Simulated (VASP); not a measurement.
Computed with PBE GGA, VASP's PBE PAW potentials (set 64) (plane waves; VASP 6.6.1).

VASP input:

File POSCAR:
```
FeO
1
    4.3300000000     2.1650000000     2.1650000000
    2.1650000000     4.3300000000     2.1650000000
    2.1650000000     2.1650000000     4.3300000000
Fe O
2 2
Direct
  0.0000000000   0.0000000000   0.0000000000
  0.5000000000   0.5000000000   0.5000000000
  0.2500000000   0.2500000000   0.2500000000
  0.7500000000   0.7500000000   0.7500000000
```

### INCAR
```
NELM  =  100   # most electronic steps
SYSTEM  =  FeO
ENCUT  =  520
ISIF  =  2
LMAXMIX  =  4   # l cut-off of mixed one-centre charges
LWAVE  =  F
LCHARG  =  F
GGA  =  PE   # PBE
EDIFF  =  1E-6   # SCF stop (eV)
LORBIT  =  10
ALGO  =  Normal
LASPH  =  T   # aspherical one-centre terms
ISMEAR  =  0   # Gaussian
MAGMOM  =  4.0 -4.0 2*0.0
PREC  =  Accurate
SIGMA  =  0.05
LREAL  =  F
NBANDS  =  16
ISPIN  =  2
```

### KPOINTS
```
K-points
0
G
8 8 8
```

POTCAR, in this order: Fe O (PBE.64 set). Program: vasp_std.

Output of the run:

OSZICAR:
```
       N       E                     dE             d eps       ncg     rms          rms(c)
DAV:   1     0.255501652065E+03    0.25550E+03   -0.14107E+04  4176   0.211E+03
DAV:   2     0.141968644640E+02   -0.24130E+03   -0.23941E+03  4208   0.440E+02
DAV:   3    -0.333770772802E+02   -0.47574E+02   -0.46988E+02  7744   0.186E+02
DAV:   4    -0.353341351350E+02   -0.19571E+01   -0.18775E+01  5256   0.349E+01
DAV:   5    -0.353825005804E+02   -0.48365E-01   -0.47123E-01  6224   0.508E+00    0.216E+01
DAV:   6    -0.314036483295E+02    0.39789E+01   -0.97552E+01  6928   0.128E+02    0.270E+01
DAV:   7    -0.296873032759E+02    0.17163E+01   -0.14971E+01  7400   0.828E+01    0.123E+01
DAV:   8    -0.298244195884E+02   -0.13712E+00   -0.23944E+00  5472   0.143E+01    0.773E+00
DAV:   9    -0.297964458386E+02    0.27974E-01   -0.42992E-01  7776   0.816E+00    0.123E+00
DAV:  10    -0.298000137389E+02   -0.35679E-02   -0.68045E-02  7144   0.297E+00    0.512E-01
DAV:  11    -0.297997097878E+02    0.30395E-03   -0.16426E-02  7776   0.157E+00    0.246E-01
DAV:  12    -0.297999426580E+02   -0.23287E-03   -0.78656E-04  6320   0.323E-01    0.112E-01
DAV:  13    -0.297999823046E+02   -0.39647E-04   -0.17205E-04  6464   0.158E-01    0.512E-02
DAV:  14    -0.298000248260E+02   -0.42521E-04   -0.24801E-04  6584   0.118E-01    0.260E-02
DAV:  15    -0.298000362410E+02   -0.11415E-04   -0.71050E-05  7280   0.933E-02    0.118E-02
DAV:  16    -0.298000381869E+02   -0.19459E-05   -0.15605E-05  5696   0.451E-02    0.383E-03
DAV:  17    -0.298000385690E+02   -0.38214E-06   -0.11201E-06  2144   0.165E-02
   1 F= -.29800039E+02 E0= -.29796621E+02  d E =-.683484E-02  mag=     0.0000
```

### OUTCAR
```
------------------------ aborting loop because EDIFF is reached ----------------------------------------
  FORCE on cell =-STRESS in cart. coord.  units (eV):
  Direction    XX          YY          ZZ          XY          YZ          ZX
  --------------------------------------------------------------------------------------
  Total       -0.9792532     -0.9792532     -0.9792532      0.7336930      0.7336930      0.7336930
  in kB      -38.6519908    -38.6519908    -38.6519908     28.9595140     28.9595140     28.9595140
  external PRESSURE =     -38.6519908 kB  Pullay stress =       0.0000000 kB
  volume of cell :       40.59
      direct lattice vectors                 reciprocal lattice vectors
     4.330000000  2.165000000  2.165000000     0.346420323 -0.115473441 -0.115473441
     2.165000000  4.330000000  2.165000000    -0.115473441  0.346420323 -0.115473441
     2.165000000  2.165000000  4.330000000    -0.115473441 -0.115473441  0.346420323
 POSITION                                       TOTAL-FORCE (eV/Angst)
 -----------------------------------------------------------------------------------
      0.00000      0.00000      0.00000        -0.000000      0.000000     -0.000000
      4.33000      4.33000      4.33000         0.000000      0.000000     -0.000000
      2.16500      2.16500      2.16500        -0.000000     -0.000000     -0.000000
      6.49500      6.49500      6.49500         0.000000     -0.000000      0.000000
 -----------------------------------------------------------------------------------
    total drift:                                0.000000     -0.000000     -0.000000
  FREE ENERGIE OF THE ION-ELECTRON SYSTEM (eV)
  ---------------------------------------------------
  free  energy   TOTEN  =       -29.8000385690 eV

  energy  without entropy=      -29.7932037307  energy(sigma->0) =      -29.79662115

 total charge

# of ion       s       p       d       tot
------------------------------------------
    1        0.280   0.344   6.115   6.738
    2        0.280   0.344   6.115   6.738
    3        1.561   3.414   0.000   4.976
    4        1.561   3.414   0.000   4.976
--------------------------------------------------
tot          3.681   7.516  12.230  23.427

 magnetization (x)

# of ion       s       p       d       tot
------------------------------------------
    1        0.004   0.004   3.431   3.438
    2       -0.004  -0.004  -3.431  -3.438
    3        0.000   0.000   0.000   0.000
    4        0.000   0.000   0.000   0.000
--------------------------------------------------
tot          0.000   0.000   0.000   0.000
```
(Selected blocks of OUTCAR.)

The compound is FeO in the rock salt, AFM-II order structure. The cell was not relaxed at this level. The k-mesh is coarse (spacing up to 0.30 per Å, 2π included), so the numbers may not be converged in it. The run is one of a series of settings (NBANDS = 16 against the base run), some of them coarse on purpose. VASP warned that the highest band is occupied, so more bands are needed.
